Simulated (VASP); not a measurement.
Output of a VASP run:

**OSZICAR**
```
       N       E                     dE             d eps       ncg     rms          rms(c)
DAV:   1     0.254031437410E+02    0.25403E+02   -0.80819E+03  3472   0.764E+02
DAV:   2    -0.208377517577E+02   -0.46241E+02   -0.45305E+02  3994   0.184E+02
DAV:   3    -0.220865757536E+02   -0.12488E+01   -0.12268E+01  4248   0.232E+01
DAV:   4    -0.220980482454E+02   -0.11472E-01   -0.11450E-01  3768   0.265E+00
DAV:   5    -0.220982359116E+02   -0.18767E-03   -0.18763E-03  4318   0.256E-01    0.652E+01
DAV:   6    -0.215266174738E+02    0.57162E+00   -0.53390E-01  3286   0.528E+00    0.380E+01
DAV:   7    -0.213289169807E+02    0.19770E+00   -0.80009E-01  3340   0.620E+00    0.190E+00
DAV:   8    -0.213199245332E+02    0.89924E-02   -0.41778E-02  3532   0.156E+00    0.434E-01
DAV:   9    -0.213199683371E+02   -0.43804E-04   -0.15806E-03  4282   0.310E-01    0.193E-01
DAV:  10    -0.213199625026E+02    0.58345E-05   -0.51949E-05  2342   0.583E-02
   1 F= -.21319963E+02 E0= -.21278808E+02  d E =-.823083E-01
```

**OUTCAR**
```
------------------------ aborting loop because EDIFF is reached ----------------------------------------
  FORCE on cell =-STRESS in cart. coord.  units (eV):
  Direction    XX          YY          ZZ          XY          YZ          ZX
  --------------------------------------------------------------------------------------
  Total       -2.1357273     -2.2751952     -1.8789719     -0.1543419     -0.0082970      0.0171385
  in kB      -76.8478982    -81.8662433    -67.6093090     -5.5535427     -0.2985417      0.6166796
  external PRESSURE =     -75.4411502 kB  Pullay stress =       0.0000000 kB
  volume of cell :       44.53
      direct lattice vectors                 reciprocal lattice vectors
     3.192380000  0.000000000  0.000000000     0.313245917  0.180852626  0.000000000
    -1.596190000  2.764682000  0.000000000     0.000000000  0.361705252  0.000000000
     0.000000000  0.000000000  5.045040000     0.000000000  0.000000000  0.198214484
 POSITION                                       TOTAL-FORCE (eV/Angst)
 -----------------------------------------------------------------------------------
      0.03220      1.82906      1.28031        -0.108537      0.049313     -0.118924
      1.56399      0.93563      3.76473         0.108537     -0.049313      0.118924
 -----------------------------------------------------------------------------------
    total drift:                                0.000000     -0.000000     -0.000000
  FREE ENERGIE OF THE ION-ELECTRON SYSTEM (eV)
  ---------------------------------------------------
  free  energy   TOTEN  =       -21.3199625026 eV

  energy  without entropy=      -21.2376542425  energy(sigma->0) =      -21.27880837
```
(Selected blocks of OUTCAR.)

POSCAR:
```
Hf
1
    3.1923800000     0.0000000000     0.0000000000
   -1.5961900000     2.7646820000     0.0000000000
    0.0000000000     0.0000000000     5.0450400000
Hf
2
Direct
  0.3408770000   0.6615790000   0.2537760000
  0.6591230000   0.3384210000   0.7462240000
```

Task: Write an INCAR and KPOINTS that could have produced this output.

Result: This is not unique; one that fits is the input of the run itself, LDA (Ceperley-Alder, Perdew-Zunger), plane waves, VASP's LDA PAW potentials (set 64).

**KPOINTS**
```
Automatic mesh
0
Gamma
6 6 6
0 0 0
```

**INCAR**
```
ALGO  =  Normal
EDIFF  =  1E-04
ENCUT  =  240
ISIF  =  2
ISMEAR  =  0
LASPH  =  .TRUE.
LCHARG  =  .FALSE.
LMAXMIX  =  6
LREAL  =  .FALSE.
LWAVE  =  .FALSE.
NELM  =  100
PREC  =  Accurate
SIGMA  =  0.272
SYSTEM  =  Hf
```

POTCAR, in this order: Hf_pv (LDA.64 set). Program: vasp_std.

At this cut-off the stress carries a Pulay error, which pulls relaxed volumes low.

The structure comes from a computed database's Hf entry; how it stands against other phases isn't given here. The cell was not relaxed at this level, atoms are displaced from their ideal sites. The k-mesh is coarse (spacing up to 0.38 per Å, 2π included), so the numbers may not be converged in it. The run is one of a series of settings (EDIFF = 1E-04, ENCUT = 240, KPOINTS 6×6×6 Γ-centred mesh against the base run), some of them coarse on purpose.
